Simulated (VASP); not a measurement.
# Pd (Palladium): cell size against the level of theory

How close do the usual functionals, with and without dispersion, come to the cell of Pd (Palladium)? The levels: LDA, PBEsol, PBE, r2SCAN, PBE + D3(BJ), r2SCAN + rVV10, SCAN and rev-vdW-DF2. LASPH is on for some levels and off for others; the table marks which. The start is a cell from a database of measured crystal structures.

Program: VASP 6.6.1. Level of theory: LDA; plane waves and PAW (Pd), in the first sound run; inputs show where later runs differ. Results are calculated unless marked as measured.

The experiments to compare with:

“Dislocation healing during hydrogen absorption and desorption in palladium” (2022, arxiv:2204.14071) quotes from earlier work for Pd, face-centred cubic (pure Pd, 293.15 K): lattice constant a (a of Pd at 20 C, earlier published value) 3.8902 ± 0.0006 Å [literature evaluation of collated data, not a single measurement; authors consider their …].

Most raw output is cut from this account.

### 1. The structure

Before any relaxation, the start is as follows. The structure is cubic, space group Fm-3m (No. 225). Conventional cell: a = 3.893 Å, b = 3.893 Å, c = 3.893 Å, α = 90.00°, β = 90.00°, γ = 90.00°. Pd has 12 Pd at 2.75 Å nearest.

### 2. Relaxation with LDA

The start need not lie at this functional's minimum. ISIF = 3 frees volume, shape and positions, and EDIFFG sets the threshold on forces and stress at which the search stops. LDA, the lowest rung, knows the local density alone.

Contents of INCAR:

```
SYSTEM = Pd
PREC = Accurate
ENCUT = 520
EDIFF = 1E-06
NELM = 100
ISMEAR = -1
SIGMA = 0.05
LREAL = .FALSE.
ALGO = Normal
GGA = CA
NBANDS = 11
LORBIT = 11
LWAVE = .FALSE.
LCHARG = .FALSE.
KPAR = 2
IBRION = 2
NSW = 60
ISIF = 3
EDIFFG = -0.01
```

Contents of POSCAR:

```
Pd
1.0
    0.0000000000      1.9465000000      1.9465000000
    1.9465000000      0.0000000000      1.9465000000
    1.9465000000      1.9465000000      0.0000000000
Pd
1
Direct
    0.0000000000      0.0000000000      0.0000000000
```

Contents of KPOINTS:

```
Automatic mesh
0
Gamma
10 10 10
0 0 0
```

The projector-augmented-wave data sets are Pd (PBE family, release 64).

Started as:

```
> mpirun -np 2 vasp_std
```

Elapsed: 9.8 s, on 2 MPI ranks of AMD EPYC 7R43, shared host; peak memory 0.21 GiB; 18 s of CPU time.

The k-mesh is coarse for a metal. The PAW data sets were made with PBE, though LDA sets exist; this is a small mismatch. The run keeps the 48 symmetry operations of its start, so it cannot find a distortion of lower symmetry.

The steps of the relaxation:

```tsv
step	energy less that of the first step (eV)	largest force (eV/Å)	pressure (GPa)	volume (Å³)
1	0.0000	0.0000	-8.05	14.75
2	0.0380	0.0000	19.16	13.22
3	-0.0150	0.0000	-0.19	14.19
4	-0.0150	0.0000	0.00	14.18
```

```tsv
conventional cell, symmetrised	before	after	change
a (Å)	3.893	3.842	-1.3 %
b (Å)	3.893	3.842	-1.3 %
c (Å)	3.893	3.842	-1.3 %
volume (Å³/atom)	14.75	14.18	-3.9 %
```

Final coordinates:

```xyz
1
Lattice="0.0000 1.9211 1.9211 1.9211 0.0000 1.9211 1.9211 1.9211 0.0000" Properties=species:S:1:pos:R:3 pbc="T T T"
Pd    0.0000    0.0000    0.0000
```

Numbers from this step:

- electrons: 10
- bands: 11
- irreducible k-points: 47
- symmetry operations: 48
- free energy (TOTEN): -6.542 eV
- energy at zero smearing: -6.535 eV
- Fermi energy: 10.19 eV
- pressure: -3.70e-4 GPa
- metallic: yes
- SCF cycles over all ionic steps: 28

It ends with forces that vanish by symmetry and a pressure of 0.00 GPa. The volume lies -3.9 % from that of the database's start, which holds the thermal and zero-point expansion of its experiment. LDA is known to overbind. The conventional cell has a = 3.842 Å.

### 3. Relaxation with PBEsol

This step: PBEsol; plane waves and PAW (Pd) (VASP 6.6.1).

PBEsol restores the gradient expansion of exchange and is tuned for the cells of solids.

Edit INCAR of step 2 so:

```diff
@@ -9,3 +9,3 @@
 ALGO = Normal
-GGA = CA
+GGA = PS
 NBANDS = 11
```

POSCAR is that of step 2.

KPOINTS is that of step 2.

Started as:

```
> mpirun -np 2 vasp_std
```

It took 9.4 s on 2 MPI ranks; peak memory 0.21 GiB; 17 s of CPU time.

The PAW data sets were made with PBE, which is usual practice but a small mismatch for other functionals.

Relaxation path:

```tsv
step	energy less that of the first step (eV)	largest force (eV/Å)	pressure (GPa)	volume (Å³)
1	0.0000	0.0000	-3.09	14.75
2	0.0040	0.0000	5.65	14.15
3	-0.0023	0.0000	-0.01	14.52
```

```tsv
conventional cell, symmetrised	before	after	change
a (Å)	3.893	3.873	-0.5 %
b (Å)	3.893	3.873	-0.5 %
c (Å)	3.893	3.873	-0.5 %
volume (Å³/atom)	14.75	14.52	-1.6 %
```

Final coordinates:

```xyz
1
Lattice="0.0000 1.9363 1.9363 1.9363 0.0000 1.9363 1.9363 1.9363 0.0000" Properties=species:S:1:pos:R:3 pbc="T T T"
Pd    0.0000    0.0000    0.0000
```

This step gave:

- free energy (TOTEN): -5.981 eV
- energy at zero smearing: -5.974 eV
- Fermi energy: 9.915 eV
- pressure: -0.01394 GPa
- SCF cycles over all ionic steps: 25

It ends at 14.52 Å³/atom, -1.6 % from the start, with -0.01 GPa left. The conventional cell has a = 3.873 Å.

### 4. Relaxation with PBE

This step: PBE; plane waves and PAW (Pd) (VASP 6.6.1).

PBE, the usual starting point, adds the gradient of the density.

Edit INCAR of step 3 so:

```diff
@@ -9,3 +9,3 @@
 ALGO = Normal
-GGA = PS
+GGA = PE
 NBANDS = 11
```

POSCAR is that of step 3.

KPOINTS is that of step 3.

Started as:

```
> mpirun -np 2 vasp_std
```

Run time: 10 s. Hardware: 2 MPI ranks; peak memory 0.21 GiB.

Relaxation path:

```tsv
step	energy less that of the first step (eV)	largest force (eV/Å)	pressure (GPa)	volume (Å³)
1	0.0000	0.0000	6.64	14.75
2	0.0094	0.0000	-7.50	16.09
3	-0.0106	0.0000	-0.06	15.29
```

```tsv
conventional cell, symmetrised	before	after	change
a (Å)	3.893	3.940	+1.2 %
b (Å)	3.893	3.940	+1.2 %
c (Å)	3.893	3.940	+1.2 %
volume (Å³/atom)	14.75	15.29	+3.7 %
```

The relaxed structure:

```xyz
1
Lattice="0.0000 1.9700 1.9700 1.9700 0.0000 1.9700 1.9700 1.9700 0.0000" Properties=species:S:1:pos:R:3 pbc="T T T"
Pd    0.0000    0.0000    0.0000
```

It ends at 15.29 Å³/atom, +3.7 % from the start, with -0.06 GPa left. The conventional cell has a = 3.940 Å.

### 5. Relaxation with r2SCAN

This step: r2SCAN; plane waves and PAW (Pd) (VASP 6.6.1).

r2SCAN adds the kinetic-energy density, costs more than a GGA and is run with LASPH.

Edit INCAR of step 4 so:

```diff
@@ -9,3 +9,4 @@
 ALGO = Normal
-GGA = PE
+METAGGA = R2SCAN
+LASPH = .TRUE.
 NBANDS = 11
```

POSCAR is that of step 4.

KPOINTS is that of step 4.

Started as:

```
> mpirun -np 2 vasp_std
```

Elapsed: 51 s, on 2 MPI ranks; peak memory 0.2 GiB; 100 s of CPU time.

Step by step:

```tsv
step	energy less that of the first step (eV)	largest force (eV/Å)	pressure (GPa)	volume (Å³)
1	0.0000	0.0000	2.79	14.75
2	0.0027	0.0000	-3.94	15.31
3	-0.0017	0.0000	0.05	14.96
```

```tsv
conventional cell, symmetrised	before	after	change
a (Å)	3.893	3.911	+0.5 %
b (Å)	3.893	3.911	+0.5 %
c (Å)	3.893	3.911	+0.5 %
volume (Å³/atom)	14.75	14.96	+1.4 %
```

Final coordinates:

```
Pd
1.0
     0.00000    1.95561    1.95561
     1.95561    0.00000    1.95561
     1.95561    1.95561    0.00000
Pd
1
Direct
  0.00000 0.00000 0.00000
```

It ends at 14.96 Å³/atom, +1.4 % from the start, with 0.05 GPa left. The conventional cell has a = 3.911 Å.

### 6. Relaxation with PBE + D3(BJ)

This step: PBE with D3(BJ); plane waves and PAW (Pd) (VASP 6.6.1).

A dispersion term adds the long-range attraction that semilocal functionals lack. D3 with Becke-Johnson damping keeps a finite attraction at short range.

Edit INCAR of step 5 so:

```diff
@@ -9,4 +9,4 @@
 ALGO = Normal
-METAGGA = R2SCAN
-LASPH = .TRUE.
+GGA = PE
+IVDW = 12
 NBANDS = 11
```

POSCAR is that of step 5.

KPOINTS is that of step 5.

Started as:

```
> mpirun -np 2 vasp_std
```

Run time: 8.2 s. Hardware: 2 MPI ranks; peak memory 0.23 GiB.

Dispersion corrections of this kind ignore metallic screening and tend to overbind metals.

It ends at 14.68 Å³/atom, -0.5 % from the start, with 0.04 GPa left. The conventional cell has a = 3.887 Å. Against plain PBE, the dispersion term moves a by -1.4 %.

### 7. Relaxation with r2SCAN + rVV10

This step: r2SCAN with rVV10; plane waves and PAW (Pd) (VASP 6.6.1).

LUSE_VDW switches on a nonlocal correlation term for dispersion.

Edit INCAR of step 6 so:

```diff
@@ -9,4 +9,8 @@
 ALGO = Normal
-GGA = PE
-IVDW = 12
+METAGGA = R2SCAN
+LUSE_VDW = .TRUE.
+IVDW_NL = 2
+BPARAM = 11.95
+CPARAM = 0.0093
+LASPH = .TRUE.
 NBANDS = 11
```

POSCAR is that of step 6.

KPOINTS is that of step 6.

Started as:

```
> mpirun -np 2 vasp_std
```

It took 70 s on 2 MPI ranks; peak memory 0.32 GiB.

It ends at 14.79 Å³/atom, +0.2 % from the start, with 0.02 GPa left. The conventional cell has a = 3.896 Å. Against plain r2SCAN, the dispersion term moves a by -0.4 %.

### 8. Relaxation with SCAN

This step: SCAN; plane waves and PAW (Pd) (VASP 6.6.1).

SCAN adds the kinetic-energy density; it is numerically more delicate than r2SCAN.

Edit INCAR of step 7 so:

```diff
@@ -9,7 +9,3 @@
 ALGO = Normal
-METAGGA = R2SCAN
-LUSE_VDW = .TRUE.
-IVDW_NL = 2
-BPARAM = 11.95
-CPARAM = 0.0093
+METAGGA = SCAN
 LASPH = .TRUE.
```

POSCAR is that of step 7.

KPOINTS is that of step 7.

Started as:

```
> mpirun -np 2 vasp_std
```

It took 27 s on 2 MPI ranks; peak memory 0.19 GiB; 53 s of CPU time.

It ends at 14.75 Å³/atom, under 0.05 % from the start, with 0.05 GPa left. The conventional cell has a = 3.893 Å.

### 9. Relaxation with rev-vdW-DF2

This step: rev-vdW-DF2; plane waves and PAW (Pd) (VASP 6.6.1).

rev-vdW-DF2 revises the exchange of vdW-DF2 for solids.

Edit INCAR of step 8 so:

```diff
@@ -9,3 +9,8 @@
 ALGO = Normal
-METAGGA = SCAN
+GGA = MK
+AGGAC = 0
+LUSE_VDW = .TRUE.
+PARAM1 = 0.1234
+PARAM2 = 0.711357
+ZAB_VDW = -1.8867
 LASPH = .TRUE.
```

POSCAR is that of step 8.

KPOINTS is that of step 8.

Started as:

```
> mpirun -np 2 vasp_std
```

The job ended after 34 s (2 MPI ranks; peak memory 0.41 GiB).

It ends at 14.91 Å³/atom, +1.1 % from the start, with -0.10 GPa left. The conventional cell has a = 3.907 Å.

### 10. The cells as a table

This step: relaxed cells at several levels; plane waves and PAW (VASP 6.6.1).

No new run; the numbers come from the runs before.

Lengths are those of the conventional cell; cost is the wall time of each run, as given at its step, times its ranks, without the set-up around it; LASPH differs between rows, which moves results and costs too. Results by level, by row:

```tsv
level	volume (Å³/atom)	change from the start (%)	a (Å)	cost (core minutes)	LASPH
LDA	14.18	-3.9	3.842	0.327	off
PBEsol	14.52	-1.6	3.873	0.313	off
PBE	15.29	3.7	3.94	0.333	off
r2SCAN	14.96	1.4	3.911	1.7	on
PBE + D3(BJ)	14.68	-0.5	3.887	0.273	off
r2SCAN + rVV10	14.79	0.2	3.896	2.33	on
SCAN	14.75	0	3.893	0.9	on
rev-vdW-DF2	14.91	1.1	3.907	1.13	on
```

### 11. Summary of results

| Item | Value |
| --- | --- |
| volume, LDA | 14.18 Å³/atom |
| volume, PBEsol | 14.52 Å³/atom |
| volume, PBE | 15.29 Å³/atom |
| volume, r2SCAN | 14.96 Å³/atom |
| volume, PBE + D3(BJ) | 14.68 Å³/atom |
| volume, r2SCAN + rVV10 | 14.79 Å³/atom |
| volume, SCAN | 14.75 Å³/atom |
| volume, rev-vdW-DF2 | 14.91 Å³/atom |

What this shows: For Pd (Palladium) the levels give volumes between 14.18 Å³/atom (LDA) and 15.29 Å³/atom (PBE), a spread of 7.8 %, while the cost of the finished runs spans a factor of 8.5. Within 1 % of experiment on every length: PBEsol, r2SCAN, PBE + D3(BJ), r2SCAN + rVV10, SCAN and rev-vdW-DF2. The nearest, SCAN, took 3.3 times the core time of PBE + D3(BJ) and lowers the largest miss from 0.09 to 0.07 %. Thermal and zero-point expansion, often some tenths of a per cent in length, bear on this order: with the measured lengths lowered by an assumed 0.4 % the nearest becomes PBEsol. The costs hold the number of ionic steps as well as the price of the functional. The closing table has room for seven levels; rev-vdW-DF2 stands in the table of levels alone. Adding D3(BJ) to PBE changes the volume by -4.0 % (a by -1.4 %). Adding rVV10 to r2SCAN changes the volume by -1.2 % (a by -0.4 %). Pairwise corrections of the D and TS kind ignore the screening in a metal, so they may overbind here. Within 0.02 Å all end in space group Fm-3m; the runs can't lower the symmetry of the start. The k-sampling is coarse for a metal, so the Fermi level, pressures and the shape of the cell carry errors. LASPH is on for some levels and off for others, so differences between them are not the functional's alone. Each is a single relaxation on the plane waves of the start cell, so larger changes of volume carry a basis-set error that was not tested here.

Calculation against experiment:

| quantity | measured | LDA | PBEsol | PBE | r2SCAN | PBE + D3(BJ) | r2SCAN + rVV10 | SCAN |
| --- | --- | --- | --- | --- | --- | --- | --- | --- |
| lattice constant a (Å) | 3.8902 | 3.842 (-1.2 %) | 3.873 (-0.4 %) | 3.940 (+1.3 %) | 3.911 (+0.5 %) | 3.887 (-0.1 %) | 3.896 (+0.2 %) | 3.893 (+0.1 %) |

Measured values from arxiv:2204.14071 (2022).

Verdict: For the lattice constant a, of the levels listed nearest comes SCAN (+0.1 %, good agreement) and farthest PBE (+1.3 %, fair agreement). The grades are ours: good and fair within 0.7 and 1.5 % for the lattice constant a. Zero-point motion and thermal expansion (measured at up to 293.15 K) are not in the computed lattice constants.

[Lines on the potential files, build, host, timing and source positions are cut from VASP's logs without a mark.]

[Logs are printed without paths, hosts, clocks, repeated set-up lines and the standing remarks that a program may print on its own settings, such as how far it seeks lower states.]

[Hosts, paths, dates, database ids (printed as entryN), source tags and the programs' standing remarks are cut or masked in the printed files.]

[A measured line is paired with the nearest computed mode of its activity, which favours agreement.]
